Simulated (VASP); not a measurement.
# Driving VASP from ASE on YPt2, part 2 of 3

Do ASE scripts that read YPt2 from different structure formats give one answer, and do several routes find one equilibrium volume? All runs use LDA. Left out of this account: at least 1 further run (fields: a reference on another mesh). The start is a cell from a database of measured crystal structures.

VASP 6.6.1; LDA; plane waves and PAW (Y_sv, Pt).

So far. Step 2 (Self-consistent run (LDA, through ASE)): The pressure is -3.36 GPa and the largest force 0.000 eV/Å, so the cell is not at a minimum at these settings. Step 3 (Total energy, forces and stress (LDA, through ASE)): The energy lies -9.01 meV an atom from the first script, on another mesh.

### Step 4. Full relaxation (LDA, through ASE)

The start need not lie at this functional's minimum. ISIF = 3 frees volume, shape and positions, and EDIFFG sets the threshold on forces and stress at which the search stops.

File run.py:

```python
import numpy as np
from ase.calculators.vasp import Vasp
from ase import Atoms

atoms = Atoms(['Y', 'Y', 'Pt', 'Pt', 'Pt', 'Pt'],
              cell=[[0.0, 3.795, 3.795], [3.795, 0.0, 3.795], [3.795, 3.795, 0.0]],
              scaled_positions=[[0.0, 0.0, 0.0], [0.25, 0.25, 0.25], [0.625, 0.625, 0.625], [0.125, 0.625, 0.625], [0.625, 0.625, 0.125], [0.625, 0.125, 0.625]],
              pbc=True)

calc = Vasp(
    xc='lda',
    pp='LDA',
    prec='Accurate',
    encut=400,
    ediff=1e-06,
    nelm=100,
    ismear=-1,
    sigma=0.05,
    lreal=False,
    algo='Normal',
    nbands=38,
    lasph=True,
    lorbit=11,
    lwave=False,
    lcharg=False,
    kpar=4,
    ibrion=2,
    nsw=60,
    isif=3,
    ediffg=-0.01,
    pp_version='64',
    setups={'Y': '_sv', 'Pt': ''},
    kpts=(7, 7, 7),
    gamma=True,
    txt='vasp.out',
)
atoms.calc = calc

print("energy (eV):", round(atoms.get_potential_energy(), 6))
print("Fermi level (eV):", round(calc.get_fermi_level(), 4))
print("forces (eV/A):")
print(np.round(atoms.get_forces(), 4))
print("stress (GPa, Voigt, tension positive):", np.round(atoms.get_stress() * 160.21766, 3))
print("cell (A, degrees):", np.round(atoms.cell.cellpar(), 4))
print("volume (A^3):", round(atoms.get_volume(), 4))
print("positions:")
print(np.round(atoms.get_scaled_positions(), 5))
```

PAW data sets: Y_sv and Pt (LDA family, release 64).

Run with:

```bash
export ASE_VASP_COMMAND="mpirun -np 4 vasp_std"
python run.py
```

Output:

```text
energy (eV): -50.670034
Fermi level (eV): 8.591
forces (eV/A):
[[-0.  0. -0.]
 [ 0. -0.  0.]
 [ 0.  0.  0.]
 [ 0.  0.  0.]
 [ 0.  0.  0.]
 [ 0.  0.  0.]]
stress (GPa, Voigt, tension positive): [ 0.044  0.044  0.044  0.    -0.     0.   ]
cell (A, degrees): [ 5.3355  5.3355  5.3355 60.     60.     60.    ]
volume (A^3): 107.4011
positions:
[[0.    0.    0.   ]
 [0.25  0.25  0.25 ]
 [0.625 0.625 0.625]
 [0.125 0.625 0.625]
 [0.625 0.625 0.125]
 [0.625 0.125 0.625]]
```

It took 23 s on 4 MPI ranks of Intel Xeon 6975P-C (Granite Rapids), shared host; peak memory 0.84 GiB.

The INCAR that ASE wrote:

```
ENCUT = 400.000000
SIGMA = 0.050000
EDIFF = 1.00e-06
EDIFFG = -1.00e-02
ALGO = Normal
PREC = Accurate
IBRION = 2
ISIF = 3
ISMEAR = -1
KPAR = 4
LORBIT = 11
NBANDS = 38
NELM = 100
NSW = 60
LASPH = .TRUE.
LCHARG = .FALSE.
LWAVE = .FALSE.
LREAL = .FALSE.
```

The KPOINTS that ASE wrote:

```
KPOINTS created by Atomic Simulation Environment
0
Gamma
7 7 7
0 0 0
```

vasp.out:

```text
[... set-up lines as in an earlier step ...]
 entering main loop
       N       E                     dE             d eps       ncg     rms          rms(c)
[... 14 cycles as in an earlier step ...]
   1 F= -.50662729E+02 E0= -.50649155E+02  d E =-.506627E+02
 curvature:   0.00 expect dE= 0.000E+00 dE for cont linesearch  0.000E+00
 trial: gam= 0.00000 g(F)=  0.496E-51 g(S)=  0.127E+00 ort = 0.000E+00 (trialstep = 0.100E+01)
 search vector abs. value=  0.127E+00
 bond charge predicted
       N       E                     dE             d eps       ncg     rms          rms(c)
DAV:   1    -0.526899749301E+02   -0.20272E+01   -0.35879E+01  1648   0.365E+01    0.152E+01
DAV:   2    -0.513023833020E+02    0.13876E+01   -0.11893E+01  1680   0.182E+01    0.935E+00
DAV:   3    -0.506569281809E+02    0.64546E+00   -0.15229E+00  1834   0.660E+00    0.214E+00
DAV:   4    -0.505769077566E+02    0.80020E-01   -0.75941E-01  2350   0.332E+00    0.413E+00
DAV:   5    -0.505722121579E+02    0.46956E-02   -0.75655E-02  1830   0.107E+00    0.244E+00
DAV:   6    -0.505834951690E+02   -0.11283E-01   -0.75938E-03  2528   0.327E-01    0.146E+00
DAV:   7    -0.505842869167E+02   -0.79175E-03   -0.11556E-02  1844   0.510E-01    0.869E-02
DAV:   8    -0.505844716084E+02   -0.18469E-03   -0.11152E-03  2428   0.112E-01    0.396E-02
DAV:   9    -0.505845074741E+02   -0.35866E-04   -0.16347E-04  2078   0.435E-02    0.548E-02
DAV:  10    -0.505845160945E+02   -0.86204E-05   -0.22424E-05  1848   0.227E-02    0.206E-02
DAV:  11    -0.505845156263E+02    0.46818E-06   -0.44768E-06  1682   0.121E-02
   2 F= -.50584516E+02 E0= -.50571460E+02  d E =0.782129E-01
 trial-energy change:    0.078213  1 .order    0.083367   -0.126912    0.293646
 step:   0.3177(harm=  0.3018)  dis= 0.00000  next Energy=   -50.683054 (dE=-0.203E-01)
 bond charge predicted
       N       E                     dE             d eps       ncg     rms          rms(c)
DAV:   1    -0.516226737869E+02   -0.10382E+01   -0.16312E+01  1624   0.248E+01    0.915E+00
DAV:   2    -0.509821311886E+02    0.64054E+00   -0.51183E+00  1816   0.118E+01    0.690E+00
DAV:   3    -0.507157342311E+02    0.26640E+00   -0.86193E-01  1874   0.449E+00    0.207E+00
DAV:   4    -0.506733305648E+02    0.42404E-01   -0.32040E-01  2296   0.234E+00    0.180E+00
DAV:   5    -0.506790910739E+02   -0.57605E-02   -0.20864E-02  1890   0.721E-01    0.118E+00
DAV:   6    -0.506834139084E+02   -0.43228E-02   -0.18436E-02  2500   0.395E-01    0.378E-01
DAV:   7    -0.506831788343E+02    0.23507E-03   -0.65429E-04  1962   0.106E-01    0.129E-01
DAV:   8    -0.506834192977E+02   -0.24046E-03   -0.11731E-04  1632   0.681E-02    0.142E-01
DAV:   9    -0.506834239168E+02   -0.46191E-05   -0.96113E-05  2136   0.274E-02    0.153E-02
DAV:  10    -0.506834239544E+02   -0.37653E-07   -0.17595E-06  1258   0.721E-03
   3 F= -.50683424E+02 E0= -.50670034E+02  d E =-.206954E-01
 curvature:  -0.15 expect dE=-0.314E-05 dE for cont linesearch -0.314E-05
 trial: gam=-0.01265 g(F)=  0.253E-50 g(S)=  0.208E-04 ort = 0.163E-02 (trialstep = 0.864E+00)
 search vector abs. value=  0.352E-08
 reached required accuracy - stopping structural energy minimisation
```

Parts of OUTCAR (step 4):

```text
 Found     20 irreducible k-points:

   NELECT =      62.0000    total number of electrons

 E-fermi :   8.5910

 k-point     1 :       0.0000    0.0000    0.0000
  band No.  band energies     occupation
    ...
     27       7.4745      2.00000
     28       7.4745      2.00000
     29       8.1925      1.99931
     30       8.1925      1.99931
     31       8.1925      1.99931
     32       9.2043      0.00001
     33       9.2446      0.00000
     34       9.2446      0.00000
     35       9.2446      0.00000
     36      10.5889      0.00000
    ...

 k-point     2 :       0.1429    0.0000    0.0000
  band No.  band energies     occupation
    ...
     28       7.5765      2.00000
     29       7.7424      2.00000
     30       8.2089      1.99904
     31       8.2089      1.99904
     32       8.5218      1.59902
     33       9.2444      0.00000
     34       9.4914      0.00000
     35       9.4914      0.00000
     36      10.4706      0.00000
     37      10.4706      0.00000
    ...

  Total       -0.0293819     -0.0293819     -0.0293819      0.0000000      0.0000000      0.0000000
  in kB       -0.4383112     -0.4383112     -0.4383112      0.0000000      0.0000000      0.0000000
  external PRESSURE =      -0.4383112 kB  Pullay stress =       0.0000000 kB

  energy-cutoff  :      400.00
  volume of cell :      107.40
      direct lattice vectors                 reciprocal lattice vectors
    -0.000000000  3.772763118  3.772763118    -0.132528861  0.132528861  0.132528861
     3.772763118  0.000000000  3.772763118     0.132528861 -0.132528861  0.132528861
     3.772763118  3.772763118  0.000000000     0.132528861  0.132528861 -0.132528861

 POSITION                                       TOTAL-FORCE (eV/Angst)
 -----------------------------------------------------------------------------------
      0.00000      0.00000      0.00000        -0.000000      0.000000     -0.000000
      1.88638      1.88638      1.88638         0.000000     -0.000000      0.000000
      4.71595      4.71595      4.71595         0.000000      0.000000      0.000000
      4.71595      2.82957      2.82957         0.000000      0.000000      0.000000
      2.82957      2.82957      4.71595         0.000000      0.000000      0.000000
      2.82957      4.71595      2.82957         0.000000      0.000000      0.000000
 -----------------------------------------------------------------------------------
    total drift:                                0.000000      0.000000      0.000000

  FREE ENERGIE OF THE ION-ELECTRON SYSTEM (eV)
  ---------------------------------------------------
  free  energy   TOTEN  =       -50.6834239544 eV

  energy  without entropy=      -50.6566449666  energy(sigma->0) =      -50.67003446

 reached required accuracy - stopping structural energy minimisation

 total charge
# of ion       s       p       d       f       tot
--------------------------------------------------
    1        2.240   6.374   1.012   0.054   9.680
    2        2.240   6.374   1.012   0.054   9.680
    3        0.744   0.673   8.067   0.000   9.484
    4        0.744   0.673   8.067   0.000   9.484
    5        0.744   0.673   8.067   0.000   9.484
    6        0.744   0.673   8.067   0.000   9.484
--------------------------------------------------
tot          7.458  15.440  34.292   0.108  57.298

[... 8 parts as in an earlier step ...]

[... 5 further parts left out ...]
```

CONTCAR:

```
Y  Pt
   1.00000000000000
    -0.0000000000000000    3.7727631178547014    3.7727631178547014
     3.7727631178547014    0.0000000000000000    3.7727631178547014
     3.7727631178547014    3.7727631178547014    0.0000000000000000
  Y               Pt
     2     4
Direct
     0.0000000000000000    0.0000000000000000    0.0000000000000000
     0.2500000000000000    0.2500000000000000    0.2500000000000000
     0.6250000000000000    0.6250000000000000    0.6250000000000000
     0.1250000000000000    0.6250000000000000    0.6250000000000000
     0.6250000000000000    0.6250000000000000    0.1250000000000000
     0.6250000000000000    0.1250000000000000    0.6250000000000000
```

The run keeps the 48 symmetry operations of its start, so it cannot find a distortion of lower symmetry.

The steps of the relaxation:

```tsv
step	energy less that of the first step (eV)	largest force (eV/Å)	pressure (GPa)	volume (Å³)
1	0.0000	0.0000	-3.36	109.31
2	0.0782	0.0000	8.23	103.37
3	-0.0207	0.0000	-0.04	107.40
```

```tsv
conventional cell, symmetrised	before	after	change
a (Å)	7.590	7.546	-0.6 %
b (Å)	7.590	7.546	-0.6 %
c (Å)	7.590	7.546	-0.6 %
volume (Å³/atom)	18.22	17.90	-1.7 %
```

The relaxed structure:

```
Y Pt
1.0
     0.00000    3.77276    3.77276
     3.77276    0.00000    3.77276
     3.77276    3.77276    0.00000
Y Pt
2 4
Cartesian
  0.0000 0.0000 0.0000
  1.8864 1.8864 1.8864
  4.7160 4.7160 4.7160
  4.7160 2.8296 2.8296
  2.8296 2.8296 4.7160
  2.8296 4.7160 2.8296
```

Numbers from this step:

* irreducible k-points: 20
* free energy (TOTEN): -50.6834 eV
* energy at zero smearing: -50.6700 eV
* Fermi energy: 8.591 eV
* pressure: -0.04383 GPa
* SCF cycles over all ionic steps: 35

It ends with forces that vanish by symmetry and a pressure of -0.04 GPa.

### Step 5. Equation of state by an ASE loop (LDA)

An ASE loop scales the volume at fixed shape and fractional positions and fits the energies, which gives the bulk modulus of a clamped cell from energies alone.

File run.py:

```python
import numpy as np
from ase.calculators.vasp import Vasp
from ase.io import read
from ase.eos import EquationOfState
from ase.units import GPa

atoms = read('structure.vasp')

calc = Vasp(
    xc='lda',
    pp='LDA',
    prec='Accurate',
    encut=400,
    ediff=1e-06,
    nelm=100,
    ismear=-1,
    sigma=0.05,
    lreal=False,
    algo='Normal',
    nbands=38,
    lasph=True,
    lorbit=11,
    lwave=False,
    lcharg=False,
    kpar=4,
    isif=2,
    pp_version='64',
    setups={'Y': '_sv', 'Pt': ''},
    kpts=(7, 7, 7),
    gamma=True,
    txt='vasp.out',
)
atoms.calc = calc

cell, volumes, energies = atoms.get_cell(), [], []
for x in [0.94, 0.96, 0.98, 1.0, 1.02, 1.04, 1.06]:
    atoms.set_cell(cell * x ** (1 / 3), scale_atoms=True)
    volumes.append(atoms.get_volume())
    energies.append(atoms.get_potential_energy())
    print(f"{x:.2f}  V = {volumes[-1]:.4f} A^3  E = {energies[-1]:.6f} eV")
v0, e0, b0 = EquationOfState(volumes, energies, eos="birchmurnaghan").fit()
print(f"V0 = {v0:.4f} A^3  E0 = {e0:.6f} eV  B0 = {b0 / GPa:.2f} GPa")
```

File structure.vasp:

```
YPt2
1.0
    0.0000000000      3.7950000000      3.7950000000
    3.7950000000      0.0000000000      3.7950000000
    3.7950000000      3.7950000000      0.0000000000
Y Pt
2 4
Direct
    0.0000000000      0.0000000000      0.0000000000
    0.2500000000      0.2500000000      0.2500000000
    0.6250000000      0.6250000000      0.6250000000
    0.1250000000      0.6250000000      0.6250000000
    0.6250000000      0.6250000000      0.1250000000
    0.6250000000      0.1250000000      0.6250000000
```

Output:

```text
0.94  V = 102.7527 A^3  E = -50.534250 eV
0.96  V = 104.9389 A^3  E = -50.632705 eV
0.98  V = 107.1251 A^3  E = -50.668611 eV
1.00  V = 109.3114 A^3  E = -50.649155 eV
1.02  V = 111.4976 A^3  E = -50.580724 eV
1.04  V = 113.6838 A^3  E = -50.468846 eV
1.06  V = 115.8701 A^3  E = -50.318508 eV
V0 = 107.4091 A^3  E0 = -50.669073 eV  B0 = 195.95 GPa
```

Run time: 64 s. Hardware: 4 MPI ranks; peak memory 0.8 GiB; 3.8 min of CPU time.

ASE turned this into the INCAR:

```
ENCUT = 400.000000
SIGMA = 0.050000
EDIFF = 1.00e-06
ALGO = Normal
PREC = Accurate
ISIF = 2
ISMEAR = -1
KPAR = 4
LORBIT = 11
NBANDS = 38
NELM = 100
LASPH = .TRUE.
LCHARG = .FALSE.
LWAVE = .FALSE.
LREAL = .FALSE.
```

ASE turned this into the KPOINTS:

```
KPOINTS created by Atomic Simulation Environment
0
Gamma
7 7 7
0 0 0
```

vasp.out (the last of its runs):

```text
[banner, memory and clock lines left out]
running    4 mpi-ranks, on    1 nodes
 distrk:  each k-point on    1 cores,    4 groups
 distr:  one band on    1 cores,    1 groups

 POSCAR found type information on POSCAR Y Pt
 POSCAR found :  2 types and       6 ions
 LDA part: xc-table for (Slater(with rela. corr.)+CA(PZ))
 , standard interpolation
 POSCAR, INCAR and KPOINTS ok, starting setup
 FFT: planning ... GRIDC
 FFT: planning ... GRID_SOFT
 FFT: planning ... GRID
 WAVECAR not read
 WARNING: random wavefunctions but no delay for mixing, default for NELMDL
 entering main loop
       N       E                     dE             d eps       ncg     rms          rms(c)
DAV:   1     0.315655727162E+03    0.31566E+03   -0.27014E+04  1520   0.130E+03
DAV:   2    -0.321330742776E+02   -0.34779E+03   -0.33090E+03  1686   0.322E+02
DAV:   3    -0.524725738841E+02   -0.20339E+02   -0.19809E+02  2376   0.576E+01
DAV:   4    -0.532074730029E+02   -0.73490E+00   -0.73207E+00  2018   0.101E+01
DAV:   5    -0.532241047273E+02   -0.16632E-01   -0.16630E-01  2124   0.147E+00    0.457E+01
DAV:   6    -0.509875101000E+02    0.22366E+01   -0.56935E+00  1574   0.130E+01    0.229E+01
DAV:   7    -0.506252463083E+02    0.36226E+00   -0.30191E+00  1952   0.690E+00    0.175E+01
DAV:   8    -0.503489075699E+02    0.27634E+00   -0.14127E+00  1972   0.583E+00    0.420E+00
DAV:   9    -0.503347774684E+02    0.14130E-01   -0.14145E-01  1696   0.203E+00    0.137E+00
DAV:  10    -0.503327059957E+02    0.20715E-02   -0.14212E-02  2032   0.440E-01    0.264E-01
DAV:  11    -0.503327887307E+02   -0.82735E-04   -0.18418E-03  1734   0.237E-01    0.297E-01
DAV:  12    -0.503326719647E+02    0.11677E-03   -0.28245E-04  1746   0.851E-02    0.162E-02
DAV:  13    -0.503326750762E+02   -0.31115E-05   -0.25593E-05  2048   0.204E-02    0.409E-02
DAV:  14    -0.503326743720E+02    0.70415E-06   -0.25428E-06  1340   0.742E-03
   1 F= -.50332674E+02 E0= -.50318508E+02  d E =-.283337E-01
```

OUTCAR, selected parts (step 5):

```text
   ENCUT  =  400.0 eV  29.40 Ry    5.42 a.u.   8.92  8.92  8.92*2*pi/ulx,y,z

   NELECT =      62.0000    total number of electrons

 E-fermi :   7.6335

 k-point     1 :       0.0000    0.0000    0.0000
  band No.  band energies     occupation
    ...
     27       6.7251      2.00000
     28       6.7251      2.00000
     29       7.3167      1.99646
     30       7.3167      1.99646
     31       7.3167      1.99646
     32       8.1321      0.00009
     33       8.1321      0.00009
     34       8.1321      0.00009
     35       8.2921      0.00000
     36       9.4696      0.00000
    ...

  Total       -8.9547913     -8.9547913     -8.9547913      0.0000000      0.0000000      0.0000000
  in kB     -123.8211540   -123.8211540   -123.8211540      0.0000000      0.0000000      0.0000000
  external PRESSURE =    -123.8211540 kB  Pullay stress =       0.0000000 kB

 POSITION                                       TOTAL-FORCE (eV/Angst)
 -----------------------------------------------------------------------------------
      0.00000      0.00000      0.00000        -0.000000     -0.000000     -0.000000
      1.93472      1.93472      1.93472         0.000000      0.000000      0.000000
      4.83679      4.83679      4.83679         0.000000      0.000000     -0.000000
      4.83679      2.90207      2.90207         0.000000      0.000000     -0.000000
      2.90207      2.90207      4.83679         0.000000      0.000000     -0.000000
      2.90207      4.83679      2.90207         0.000000      0.000000     -0.000000
 -----------------------------------------------------------------------------------
    total drift:                                0.000000      0.000000      0.000000

  FREE ENERGIE OF THE ION-ELECTRON SYSTEM (eV)
  ---------------------------------------------------
  free  energy   TOTEN  =       -50.3326743720 eV

  energy  without entropy=      -50.3043406830  energy(sigma->0) =      -50.31850753

[... 5 parts as in an earlier step ...]

[... 11 further parts left out ...]
```

Numbers from this step:

| Property | Result |
| --- | --- |
| bulk modulus | 195.9 GPa |
| equilibrium volume of the fit | 17.90 Å³/atom |

The fit over cells of fixed shape and fractional positions puts the volume +0.01 % from the relaxed one.

(Part 2 of 3 ends here.)

[Lines on the potential files, build, host, timing and source positions are cut from VASP's logs without a mark.]

[Logs are printed without paths, hosts, clocks, repeated set-up lines and the standing remarks that a program may print on its own settings, such as how far it seeks lower states.]

[Hosts, paths, dates, database ids (printed as entryN), source tags and the programs' standing remarks are cut or masked in the printed files.]

[A measured line is paired with the nearest computed mode of its activity, which favours agreement.]

[In band tables of VASP the shares of atoms and orbitals are scaled to a sum of 1 inside the atoms' spheres.]
